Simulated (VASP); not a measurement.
Input:

```
CELL_PARAMETERS angstrom
      0.00000     2.39476     2.39476
      2.39476     0.00000     2.39476
      2.39476     2.39476     0.00000
ATOMIC_POSITIONS crystal
  B  0.00000 0.00000 0.00000
  As 0.25000 0.25000 0.25000
```

Level of theory: PBE GGA with D3 dispersion (zero damping), VASP's PBE PAW potentials (set 64) (plane waves; VASP). Run with 520 eV cut-off, Gaussian smearing of 0.050 eV, potentials B As.

### Question
What does the run give for the band gap (along the path) with the smallest direct gap where there is one?

### Answer

```
Item                                    Value
------------------------------------  -------
band gap (along the path)             1.18 eV
smallest direct gap (along the path)  3.27 eV
```

Only differences to runs with the same potentials and settings are physical.

The compound is BAs in the zinc blende structure. It was relaxed first.
